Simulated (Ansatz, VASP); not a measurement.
# K14Li24C19O57 (liquid (K,Li)2CO3 at 1000 K): VASP beside Ansatz

Wanted: the spread between two codes on one cell, functional and k mesh. Of the first pair: The structure shown is the start of the Ansatz relaxation below; VASP solves that cell, so the two are compared at the walk's first step.

Method: plane waves, with VASP 6.6.1 beside it; single point at PBE, in Ansatz 0.2.0.

### 1. Set-up

The cell holds 114 atoms: 19 C, 57 O, 14 K and 24 Li. Cell: a = 11.746 Å, b = 11.746 Å, c = 11.746 Å, α = 90.0°, β = 90.0°, γ = 90.0°. As first built, before any earlier steps moved the atoms (in the runner's words): 14 K+, 24 Li+, 19 CO3 2- placed at random, at 1.9 g/cm^3; overlaps pushed apart, then 10 ps at 1400 K with harmonic planar carbonate ions with charges +1 on C and -1 on O; Joung-Cheatham ions (J. Phys. Chem. B 112, 9020 (2008)); charges of ions scaled by 0.8. Snapshot after 20 ps at 1000 K and fixed volume. The density is a measured one.

### 2. Ansatz: relaxation, PBE

Ansatz runs on its default PAW (the set named soft_2) files.

The two programs are compared at the cell with which this relaxation starts, whose forces are those of its first step.

Contents of input.yaml:

```yaml
crystal:
  lattice:
    - [11.7456, 0.0, 0.0]
    - [0.0, 11.7456, 0.0]
    - [0.0, 0.0, 11.7456]
  atoms:
    - { symbol: C, position: [0.3633, 0.1179, 0.45497] }
    - { symbol: O, position: [0.29484, 0.03402, 0.415] }
    - { symbol: O, position: [0.40287, 0.12035, 0.56771] }
    - { symbol: O, position: [0.41166, 0.18058, 0.37875] }
    - { symbol: C, position: [0.89035, 0.57996, 0.72313] }
    - { symbol: O, position: [0.85636, 0.57921, 0.82511] }
    - { symbol: O, position: [0.85616, 0.65283, 0.65552] }
    - { symbol: O, position: [0.96551, 0.51657, 0.69556] }
    - { symbol: C, position: [0.03678, 0.77847, 0.0564] }
    - { symbol: O, position: [0.09845, 0.75915, 0.1472] }
    - { symbol: O, position: [0.9356, 0.82168, 0.07154] }
    - { symbol: O, position: [0.05096, 0.73998, 0.96079] }
    - { symbol: C, position: [0.13852, 0.80104, 0.4958] }
    - { symbol: O, position: [0.14044, 0.78504, 0.39087] }
    - { symbol: O, position: [0.1272, 0.89892, 0.52535] }
    - { symbol: O, position: [0.10772, 0.71394, 0.54823] }
    - { symbol: C, position: [0.15667, 0.06878, 0.95651] }
    - { symbol: O, position: [0.1145, 0.12912, 0.03912] }
    - { symbol: O, position: [0.09242, 0.03836, 0.87608] }
    - { symbol: O, position: [0.25945, 0.069, 0.96578] }
    - { symbol: C, position: [0.96463, 0.07016, 0.30421] }
    - { symbol: O, position: [0.90523, 0.14947, 0.33851] }
    - { symbol: O, position: [0.06397, 0.10048, 0.27962] }
    - { symbol: O, position: [0.93573, 0.96132, 0.32855] }
    - { symbol: C, position: [0.85025, 0.59352, 0.25826] }
    - { symbol: O, position: [0.87154, 0.50119, 0.31008] }
    - { symbol: O, position: [0.88504, 0.68389, 0.31784] }
    - { symbol: O, position: [0.78735, 0.61203, 0.17341] }
    - { symbol: C, position: [0.98445, 0.20653, 0.6155] }
    - { symbol: O, position: [0.95592, 0.29429, 0.55305] }
[... 78 atom lines left out ...]
    - { symbol: Li, position: [0.07842, 0.40776, 0.62652] }
    - { symbol: Li, position: [0.07243, 0.2591, 0.20173] }
    - { symbol: Li, position: [0.80922, 0.15171, 0.48435] }
    - { symbol: Li, position: [0.13054, 0.9861, 0.39017] }
    - { symbol: Li, position: [0.05741, 0.24212, 0.93521] }
    - { symbol: Li, position: [0.64474, 0.48531, 0.1569] }
kpoints:
  mp_grid: { grid: [1, 1, 1] }
hamiltonian:
  xc: pbe
scf:
  occupations: { method: fermi_dirac, width: 0.025 }
output:
  forces: true
relax:
  f_tol: 0.05
  max_steps: 200
  cell: {}
```

Command:

```bash
ansatz run input.yaml --threads 4 --pin off --max-ram 8192MiB --backend cpu --events-out ev --progress --plain --runs-dir out
```

Numbers of over 12 decimals in the logs are rounded to 6 here.

The log of the run:

```text
Engine: ansatz 0.2.0, x86_64-unknown-linux-gnu
Pseudopotentials: kind: paw
Pseudopotential: C, paw, valence charge 4, recommended cutoff 420 eV (normal), C.paw.azcp
Pseudopotential: O, paw, valence charge 6, recommended cutoff 420 eV (normal), O.paw.azcp
Pseudopotential: K, paw, valence charge 9, recommended cutoff 420 eV (normal), K.paw.azcp
Pseudopotential: Li, paw, valence charge 3, recommended cutoff 420 eV (normal), Li.paw.azcp
Functional definition: PBE
  parameter kappa = 0.804
  parameter beta = 0.066725
  exchange = pbe_x(kappa = kappa, mu = beta*pi^2/3)
  correlation = pbe_c(beta = beta)
Crystal: 114 atoms, lattice volume = 1620.413 Å³
Basis set: ecut = 420 eV, 31559 PW (Γ), exchange–correlation on 160×160×160 points (8 copies of the dense FFT grid, shifted against one another)
Bands: 422, of which v1, the nominal top of the filled ones, is band 308 counted from 1 (307 counted from 0)
Symmetry: 1 space group operations
Space group: P1 (ITA 1), of the structure as read, at distance tolerance 1.2e-4 Å
k-points: 1
Non-local potential: C, projectors of the file, l = 0: 2, l = 1: 2, l = 2: 1
Non-local potential: O, projectors of the file, l = 0: 2, l = 1: 2, l = 2: 1
Non-local potential: K, projectors of the file, l = 0: 3, l = 1: 2, l = 2: 2
Non-local potential: Li, projectors of the file, l = 0: 3, l = 1: 2, l = 2: 1
PAW form: soft (Blöchl's): semilocal exchange-correlation on the pseudo side does not see the compensation charge
PAW one-centre angular grid: C, 110 points (default); XC on 64 Gauss nodes
PAW one-centre angular grid: O, 110 points (default); XC on 64 Gauss nodes
PAW one-centre angular grid: K, 110 points (default); XC on 64 Gauss nodes
PAW one-centre angular grid: Li, 110 points (default); XC on 64 Gauss nodes
Initial density: superposition of atomic densities (neutral atoms: chi_scale 0, normalization atom), corrected by the library's trained network
Initial wavefunctions: pseudopotential atomic-orbital guess
Functional: x = pbe(κ = 0.804, μ = 0.219515), c = pbe(β = 0.066725)
SCF iter   1: F=—  HF=-63593.642158 eV  |F-HF|=—  |Δ(HF+E_count)|=         —  Δρ=3.06e-3  dr2=3.04e-1  ethr=1.77e-3  ⟨swp⟩=6.0  Hψ=1819  notcnv=0  defer=56
preconditioner: auto → Resta (q_TF=auto, 2.322 Å⁻¹)  ε∞=2.9  [insulator: Δε(μ)=2.383 eV  Ē_g=15.532 eV  σ=0.025 eV  W_gap=1.00  n_scr=340 (ndim 8)  ℏωp=21.4 eV  f_vac=0.195  D(μ)=0.00/eV (n_scr^D=0)  ε∞_Penn≈2.9]
SCF iter   2: F=—  HF=-63593.586910 eV  |F-HF|=—  |Δ(HF+E_count)|=   5.52e-2  Δρ=1.55e-3  dr2=7.74e-2  ethr=4.93e-5  ⟨swp⟩=2.0  Hψ=750  notcnv=0  defer=108
SCF iter   3: F=—  HF=-63593.583446 eV  |F-HF|=—  |Δ(HF+E_count)|=   3.46e-3  Δρ=8.48e-4  dr2=2.60e-2  ethr=1.26e-5  ⟨swp⟩=4.0  Hψ=581  notcnv=0  defer=108
SCF iter   4: F=—  HF=-63593.579567 eV  |F-HF|=—  |Δ(HF+E_count)|=   3.88e-3  Δρ=4.21e-4  dr2=3.72e-3  ethr=4.21e-6  ⟨swp⟩=4.0  Hψ=578  notcnv=0  defer=108
SCF iter   5: F=—  HF=-63593.579341 eV  |F-HF|=—  |Δ(HF+E_count)|=   2.26e-4  Δρ=2.17e-4  dr2=6.96e-4  ethr=6.04e-7  ⟨swp⟩=2.0  Hψ=746  notcnv=0  defer=109
SCF iter   6: F=—  HF=-63593.579430 eV  |F-HF|=—  |Δ(HF+E_count)|=   8.91e-5  Δρ=7.16e-5  dr2=7.62e-5  ethr=1.13e-7  ⟨swp⟩=2.0  Hψ=571  notcnv=0  defer=109
SCF iter   7: F=—  HF=-63593.579387 eV  |F-HF|=—  |Δ(HF+E_count)|=   4.36e-5  Δρ=3.00e-5  dr2=1.36e-5  ethr=1.24e-8  ⟨swp⟩=2.0  Hψ=618  notcnv=0  defer=109
SCF iter   8: F=—  HF=-63593.579389 eV  |F-HF|=—  |Δ(HF+E_count)|=   2.42e-6  Δρ=1.23e-5  dr2=2.42e-6  ethr=2.21e-9  ⟨swp⟩=2.0  Hψ=572  notcnv=0  defer=109
SCF iter   9: F=—  HF=-63593.579390 eV  |F-HF|=—  |Δ(HF+E_count)|=   1.36e-6  Δρ=4.40e-6  dr2=3.37e-7  ethr=3.93e-10  ⟨swp⟩=2.0  Hψ=568  notcnv=0  defer=109
SCF iter  10: F=-63593.579391 eV  HF=-63593.579391 eV  |F-HF|=2.57e-8  |Δ(HF+E_count)|=   2.25e-7  Δρ=2.57e-6  dr2=9.90e-8  ethr=1.62e-11  ⟨swp⟩=4.0  Hψ=1219  notcnv=0
SCF 1 converged in 10 iterations: F = -63593.579391 eV  dr2 = 9.90e-8
  greatest PAW one-centre occupation: 1.000 electrons in one spin orbital (limit 2), on the Li atom at site 93 (counted from 0), in its partial waves of l = 0
relax step   1: F+E_penalty+E_count = -63593.57939054 eV  Δ(F+E_penalty+E_count) = +0.000e0 eV  max|allowed force component| = 1.181e1 eV/Å  Δτ_max = 0.0000 Å  P = +6.356 GPa  Ω = 1620.413 Å³  (10 SCF iters, dr2 threshold 1.00e-7 eV, accepted)
Crystal: 114 atoms, lattice volume = 1622.986 Å³
Basis set: ecut = 420 eV, 31693 PW (Γ), exchange–correlation on 160×160×160 points (8 copies of the dense FFT grid, shifted against one another)
Initial density: handed on by an earlier stage of this run
Initial wavefunctions: those handed on with the density
iter 1 solved again at ethr=5.21e-4 eV; its pass at ethr=3.10e-3 eV (dr2=3.21e0 eV) is discarded
SCF iter   1: F=—  HF=-63608.932833 eV  |F-HF|=—  |Δ(HF+E_count)|=         —  Δρ=2.14e-2  dr2=3.22e0  ethr=5.21e-4  ⟨swp⟩=5.0  Hψ=2292  notcnv=0
[...]
- { symbol: O, position: [0.873136, 0.486307, 0.684375] }
    - { symbol: C, position: [0.049034, 0.794448, 0.037015] }
    - { symbol: O, position: [0.087055, 0.767016, 0.141018] }
    - { symbol: O, position: [1.074900, 0.890929, -0.00180779] }
    - { symbol: O, position: [-0.013943, 0.721636, 0.971797] }
    - { symbol: C, position: [0.132562, 0.759097, 0.506785] }
    - { symbol: O, position: [0.146499, 0.771392, 0.396303] }
    - { symbol: O, position: [0.123985, 0.851154, 0.576667] }
    - { symbol: O, position: [0.129655, 0.658596, 0.547794] }
    - { symbol: C, position: [0.184665, 0.149983, 1.002468] }
    - { symbol: O, position: [0.144533, 0.178320, 0.103036] }
    - { symbol: O, position: [0.117586, 0.136697, 0.907793] }
    - { symbol: O, position: [0.292375, 0.133629, 0.995747] }
    - { symbol: C, position: [0.958561, 0.023705, 0.293710] }
    - { symbol: O, position: [0.917262, 0.120674, 0.262275] }
    - { symbol: O, position: [0.058268, 0.025018, 0.345178] }
    - { symbol: O, position: [0.900595, 0.930610, 0.278825] }
    - { symbol: C, position: [0.882188, 0.606786, 0.339049] }
    - { symbol: O, position: [0.884340, 0.516560, 0.400159] }
    - { symbol: O, position: [0.915684, 0.702680, 0.392027] }
    - { symbol: O, position: [0.849067, 0.599891, 0.228449] }
    - { symbol: C, position: [0.950865, 0.201316, 0.617189] }
    - { symbol: O, position: [1.040643, 0.218536, 0.562819] }
    - { symbol: O, position: [0.944057, 0.238971, 0.726167] }
    - { symbol: O, position: [0.865753, 0.144992, 0.565073] }
    - { symbol: C, position: [0.627573, 0.950220, 0.448027] }
    - { symbol: O, position: [0.637158, 0.054397, 0.410282] }
    - { symbol: O, position: [0.568872, 0.936682, 0.536676] }
    - { symbol: O, position: [0.680687, 0.868699, 0.393557] }
    - { symbol: C, position: [0.588813, 0.043995, 0.093738] }
    - { symbol: O, position: [0.690823, 0.041746, 0.141303] }
    - { symbol: O, position: [0.504458, 0.00971343, 0.148978] }
[...]
- { symbol: C, position: [0.791803, 0.954404, 0.817969] }
[...]
- { symbol: C, position: [0.448636, 0.599177, 0.524522] }
[...]
- { symbol: C, position: [0.390838, 0.843756, 0.851607] }
[...]
- { symbol: C, position: [0.132312, 0.397258, 0.346434] }
[...]
- { symbol: C, position: [0.640069, 0.332559, 0.280179] }
[...]
- { symbol: C, position: [0.841223, 0.355279, 0.028560] }
[...]
- { symbol: C, position: [0.213583, 0.447016, 0.825428] }
[...]
- { symbol: O, position: [0.144798, 0.412475, 0.897932] }
    - { symbol: O, position: [0.232616, 0.385230, 0.728278] }
    - { symbol: C, position: [0.615674, 0.239137, 0.698764] }
    - { symbol: O, position: [0.697509, 0.277651, 0.768212] }
    - { symbol: O, position: [0.531543, 0.184888, 0.739075] }
    - { symbol: O, position: [0.613648, 0.250039, 0.585259] }
    - { symbol: C, position: [0.532359, 0.604480, 0.024484] }
    - { symbol: O, position: [0.633023, 0.624961, 0.073132] }
    - { symbol: O, position: [0.525127, 0.557679, 0.916517] }
    - { symbol: O, position: [0.443791, 0.629932, 0.080677] }
    - { symbol: K, position: [0.237631, -0.034301, 0.163856] }
    - { symbol: K, position: [0.387986, 0.322234, 0.545996] }
    - { symbol: K, position: [0.370581, 0.852113, 0.570205] }
    - { symbol: K, position: [0.269614, 0.655134, 0.238474] }
    - { symbol: K, position: [0.132691, 0.731004, 0.781457] }
    - { symbol: K, position: [0.329560, 0.290455, 0.194668] }
    - { symbol: K, position: [0.619922, 0.772956, 0.716683] }
    - { symbol: K, position: [0.558590, 0.304015, 0.963894] }
    - { symbol: K, position: [0.785325, 0.800890, 0.097616] }
    - { symbol: K, position: [0.575799, 0.675694, 0.310527] }
    - { symbol: K, position: [0.705594, 0.456034, 0.520185] }
    - { symbol: K, position: [0.280949, 0.142840, 0.754880] }
    - { symbol: K, position: [0.887325, 0.894376, 0.542971] }
    - { symbol: K, position: [0.031550, 0.523131, 0.073512] }
    - { symbol: Li, position: [0.841110, 0.359989, 0.780478] }
    - { symbol: Li, position: [0.780362, 0.177749, 0.191408] }
    - { symbol: Li, position: [0.522271, 0.096941, 0.573386] }
    - { symbol: Li, position: [0.813906, 0.132234, 0.735967] }
    - { symbol: Li, position: [1.008915, 0.789953, 0.290660] }
    - { symbol: Li, position: [0.696446, 0.540807, 0.923894] }
    - { symbol: Li, position: [0.033255, 0.187693, 0.398658] }
    - { symbol: Li, position: [0.248416, 0.554403, 0.501885] }
    - { symbol: Li, position: [0.567743, 0.043614, 0.827366] }
    - { symbol: Li, position: [-0.034821, 0.609729, 0.536013] }
    - { symbol: Li, position: [0.410043, 1.014964, -0.010816] }
    - { symbol: Li, position: [0.737825, -0.019182, 0.288945] }
    - { symbol: Li, position: [1.019147, 1.007687, 0.908024] }
    - { symbol: Li, position: [0.524646, 0.115427, 0.291761] }
    - { symbol: Li, position: [0.401430, 0.574349, 0.766007] }
    - { symbol: Li, position: [0.877112, 0.747843, 0.850905] }
    - { symbol: Li, position: [0.348957, 0.666956, 0.945705] }
    - { symbol: Li, position: [0.878221, 0.374012, 0.304545] }
    - { symbol: Li, position: [0.124317, 0.354356, 0.599514] }
    - { symbol: Li, position: [0.010809, 0.229819, 0.170995] }
    - { symbol: Li, position: [0.725558, 0.184831, 0.471971] }
    - { symbol: Li, position: [0.157384, 0.937756, 0.433465] }
    - { symbol: Li, position: [0.041452, 0.281624, 0.869593] }
    - { symbol: Li, position: [0.721533, 0.512817, 0.161244] }
```

### 3. VASP: single point, PBE, start cell, pair 1

The same cell, functional, mesh and smearing now go to VASP, with its own data sets.

Lines of VASP's logs that name or quote its potential files are left out, and so is its time.

Contents of INCAR:

```
SYSTEM = K14Li24C19O57
PREC = Accurate
ENCUT = 650
EDIFF = 1E-06
NELM = 120
ISMEAR = -1
SIGMA = 0.025
LREAL = Auto
ALGO = Normal
GGA = PE
NBANDS = 400
LORBIT = 11
LWAVE = .FALSE.
LCHARG = .FALSE.
ISIF = 2
LASPH = .TRUE.
GGA_COMPAT = .FALSE.
EFERMI = MIDGAP
NCORE = 4
```

Contents of POSCAR:

```
K14Li24C19O57
1.0
   11.7456000000      0.0000000000      0.0000000000
    0.0000000000     11.7456000000      0.0000000000
    0.0000000000      0.0000000000     11.7456000000
C O K Li
19 57 14 24
Direct
    0.3633020025      0.1178994687      0.4549703719
    0.8903504291      0.5799618581      0.7231303637
    0.0367797303      0.7784702357      0.0564041003
    0.1385199564      0.8010403896      0.4958026836
    0.1566714344      0.0687832039      0.9565113745
    0.9646335649      0.0701624438      0.3042075330
    0.8502503065      0.5935158698      0.2582584117
    0.9844537529      0.2065284021      0.6154985697
    0.6490175044      0.9505516960      0.4593124234
    0.5615038823      0.0398361940      0.1146216456
    0.7974901240      0.9365209100      0.8170038142
    0.4241503201      0.5914214685      0.5357240158
    0.3925469963      0.8292722381      0.8395228852
    0.1247190437      0.4578310176      0.3746083640
    0.5940522408      0.3358193707      0.2737535758
    0.8715519003      0.3596580847      0.0311606048
    0.1995385506      0.4036830813      0.8876089770
    0.6897221087      0.2278385097      0.7030207056
    0.4966114971      0.5682468329      0.0089139763
    0.2948423239      0.0340212505      0.4149979567
    0.4028742678      0.1203514508      0.5677104618
    0.4116605367      0.1805782591      0.3787460836
    0.8563632339      0.5792126413      0.8251089770
    0.8561589021      0.6528316987      0.6555220678
    0.9655104890      0.5165679063      0.6955625937
    0.0984538891      0.7591523634      0.1472040594
    0.9356014167      0.8216779049      0.0715416837
    0.0509637652      0.7399792263      0.9607938292
    0.1404440812      0.7850429097      0.3908697725
    0.1271965672      0.8989238523      0.5253541752
[... 78 atom lines left out ...]
    0.0784208555      0.4077612042      0.6265239749
    0.0724271216      0.2591012805      0.2017266040
    0.8092221768      0.1517078736      0.4843515870
    0.1305425010      0.9860969214      0.3901716387
    0.0574087318      0.2421161967      0.9352097807
    0.6447435635      0.4853136494      0.1569013077
```

Contents of KPOINTS:

```
Automatic mesh
0
Gamma
1 1 1
0 0 0
```

Potentials, in the order of the species: C, O, K_sv and Li_sv (PBE family, release 64).

Command:

```bash
mpirun -np 16 vasp_gam
```

The log of the run:

```text
[banner, memory and clock lines left out]
running   16 mpi-ranks, on    1 nodes
[...]
LDA part: xc-table for (Slater+PW92), standard interpolation
 POSCAR, INCAR and KPOINTS ok, starting setup
[...]
entering main loop
       N       E                     dE             d eps       ncg     rms          rms(c)
DAV:   1     0.824099610661E+04    0.82410E+04   -0.38496E+05   800   0.190E+03
DAV:   2     0.169275123703E+03   -0.80717E+04   -0.76303E+04   968   0.503E+02
DAV:   3    -0.714857132187E+03   -0.88413E+03   -0.87483E+03  1024   0.173E+02
DAV:   4    -0.774822187830E+03   -0.59965E+02   -0.59613E+02  1216   0.409E+01
[...]
DAV:  18    -0.699062227147E+03    0.68961E-05   -0.38558E-05  1040   0.150E-02    0.602E-03
DAV:  19    -0.699062228319E+03   -0.11719E-05   -0.16976E-05  1080   0.809E-03    0.349E-03
DAV:  20    -0.699062228641E+03   -0.32154E-06   -0.21928E-06   696   0.312E-03
   1 F= -.69906223E+03 E0= -.69906223E+03  d E =-.166094E-14
```

Parts of OUTCAR (step 3):

```text
  FREE ENERGIE OF THE ION-ELECTRON SYSTEM (eV)
  ---------------------------------------------------
  free  energy   TOTEN  =      -699.0622286408 eV

  energy  without entropy=     -699.0622286408  energy(sigma->0) =     -699.06222864

[... 1 further part left out ...]
```

The run ends at a pressure of 6.77 GPa, with forces up to 14 eV/Å.

### 4. Differences

Known differences besides the potentials themselves: the cutoff is 420 eV in Ansatz and 650 eV in VASP (PREC = Accurate, projectors in real space). Total energies have different zeros and are not compared.

Forces on 7 of the 114 atoms, those with the largest forces and the largest differences (eV/Å; atoms numbered as in POSCAR):

| atom | Ansatz x, y, z | VASP x, y, z |
| --- | --- | --- |
| C15 | -5.120, 6.728, -2.997 | -5.245, 7.005, -3.170 |
| C18 | -5.054, 3.822, 7.702 | -5.056, 3.842, 8.180 |
| O47 | 7.646, 3.120, 4.518 | 8.026, 3.268, 4.775 |
| O63 | 5.326, -5.335, 5.857 | 5.614, -5.702, 6.272 |
| O68 | 2.426, 11.813, 4.497 | 2.629, 12.514, 4.647 |
| O73 | 4.297, -1.066, -9.035 | 4.456, -1.140, -9.687 |
| O74 | 8.315, -1.994, 4.081 | 8.735, -1.942, 4.070 |

The forces differ by 155 meV/Å r.m.s., which is 6.0 % of the r.m.s. force of 2.601 eV/Å (both taken over all components).

(Continued in part 2 of 2.)

[Lines on the potential files, build, host, timing and source positions are cut from VASP's logs without a mark.]

[Logs are printed without paths, hosts, clocks, repeated set-up lines and the standing remarks that a program may print on its own settings, such as how far it seeks lower states.]

[Hosts, paths, dates, database ids (printed as entryN), source tags and the programs' standing remarks are cut or masked in the printed files.]
